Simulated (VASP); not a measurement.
Input:

```
TiC
1.0
    0.00000     2.17799     2.17799
    2.17799     0.00000     2.17799
    2.17799     2.17799     0.00000
Ti C
1 1
Direct
  0.00000   0.00000   0.00000
  0.50000   0.50000   0.50000
```

Computed with PBE GGA, VASP's PBE PAW potentials (set 64) (plane waves; VASP 6.6.1). Run with 400 eV cut-off, 13×13×13 Γ-centred mesh, Gaussian smearing of 0.20 eV, potentials Ti_sv C.

Problem. Give the energies of bands 6 to 11 at the high-symmetry points, in eV from the Fermi level.

Solution. 
```json
[
 {"band": "6", "Γ": "0.69", "X": "-3.42", "U": "-3.42", "L": "-5.75", "W": "-3.11"},
 {"band": "7", "Γ": "0.69", "X": "-1.56", "U": "-3.32", "L": "-2.84", "W": "-3.11"},
 {"band": "8", "Γ": "0.69", "X": "-0.05", "U": "-1.70", "L": "-2.84", "W": "-2.66"},
 {"band": "9", "Γ": "1.67", "X": "-0.05", "U": "1.44", "L": "2.85", "W": "2.74"},
 {"band": "10", "Γ": "1.67", "X": "2.65", "U": "3.07", "L": "2.85", "W": "2.74"},
 {"band": "11", "Γ": "1.67", "X": "3.43", "U": "3.73", "L": "4.01", "W": "3.44"}
]
```

It has no gap at this level: it comes out as a metal or semimetal.

The structure is a typed TiC crystal (Fm-3m). The cell was not relaxed at this level.
